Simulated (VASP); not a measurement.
An input for Quantum ESPRESSO's pw.x (written as the equivalent of a VASP run, and not itself run):

```
&CONTROL
  calculation = 'scf'
  pseudo_dir = './pseudo'
  outdir = './out'
  tprnfor = .true.
  tstress = .true.
/
&SYSTEM
  ibrav = 0
  nat = 8
  ntyp = 3
  ecutwfc = 84
  occupations = 'tetrahedra'
  input_dft = 'pbesol'
/
&ELECTRONS
  conv_thr = 7.3e-09
  electron_maxstep = 100
/
ATOMIC_SPECIES
  In 114.818 In.upf
  As 74.922 As.upf
  Ga 69.723 Ga.upf
CELL_PARAMETERS angstrom
    -0.0000000    2.9357324    2.9357324
     2.9357324   -0.0000000    2.9357324
    11.7788480   11.7788480   -0.0359182
ATOMIC_POSITIONS crystal
  In   0.0107742  0.0107742  0.9919193
  In   0.9920658  0.9920658  0.2559507
  As   0.2484156  0.2484156  0.0636883
  As   0.2301809  0.2301809  0.3273643
  As   0.2498941  0.2498941  0.5625794
  As   0.2685233  0.2685233  0.7986075
  Ga   0.9907567  0.9907567  0.5069325
  Ga   0.0093894  0.0093894  0.7429580
K_POINTS automatic
  10 10 3 0 0 0
```

Task: Write the VASP files for the same calculation (PBEsol).

Result: Several could match; the one computed here: 
### INCAR
```
SYSTEM = Ga2In2As4
PREC = Accurate
ENCUT = 400
EDIFF = 1E-7
NELM = 100
ALGO = Normal
LREAL = .FALSE.
LASPH = .TRUE.
ISMEAR = -5
GGA = PS
LMAXMIX = 4
LWAVE = .FALSE.
LCHARG = .TRUE.
LORBIT = 11
NEDOS = 601
ISIF = 2
LEFG = .TRUE.
```

KPOINTS:
```
Automatic mesh
0
gamma
10 10 3
0 0 0
```

POSCAR:
```
Ga2In2As4
1
   -0.0000000000     2.9357324469     2.9357324469
    2.9357324469    -0.0000000000     2.9357324469
   11.7788479929    11.7788479929    -0.0359182052
In As Ga
2 4 2
Direct
  0.0107742424   0.0107742424   0.9919193182
  0.9920657685   0.9920657685   0.2559506736
  0.2484155626   0.2484155626   0.0636883280
  0.2301809234   0.2301809234   0.3273643074
  0.2498941119   0.2498941119   0.5625794161
  0.2685233097   0.2685233097   0.7986075177
  0.9907567036   0.9907567036   0.5069324724
  0.0093893778   0.0093893778   0.7429579666
```

POTCAR, in this order: In_d As Ga_d (PBE.64 set). Program: vasp_std.

What does not carry over: the potentials are each code's own (VASP's PAW set, PseudoDojo norm-conserving files in pw.x), so ENCUT and ecutwfc are chosen apart and not converted; conv_thr bounds pw.x's estimated SCF error, while EDIFF bounds the energy change between steps; the field gradients of LEFG aren't asked of the other code.

The structure was generated: Ga2In2As4 was put into an ordered model structure (R3m), which need not be its known phase. It was relaxed first.
